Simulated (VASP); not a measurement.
Data:

```
AsSb
1.0
    4.25184     0.00000     0.00000
   -2.12592     3.68220     0.00000
    0.00000     0.00000     5.92603
As Sb
2 2
Cartesian
  0.00000   0.00000   0.00000
  0.00000   0.00000   2.96301
  0.00000   2.45480   1.48151
  2.12592   1.22740   4.44452
```

Computed with PBE GGA, VASP's PBE PAW potentials (set 64) (plane waves; VASP 6.6.1). Run with 520 eV cut-off, 6×6×4 Γ-centred mesh, Gaussian smearing of 0.050 eV, potentials As Sb.

Problem. Give the stress tensor in GPa (positive for a compressed cell).

Solution. 
```
 6.65   0.00   0.00
 0.00   6.65   0.00
 0.00   0.00  15.14
```
The pressure is its mean diagonal, 9.48 GPa.

The structure was generated: SbAs was put into the NiAs type (P6_3/mmc), which need not be its known phase. The cell was not relaxed at this level. The run is one of a series of settings (ENCUT = 520 against the base run), some of them coarse on purpose.
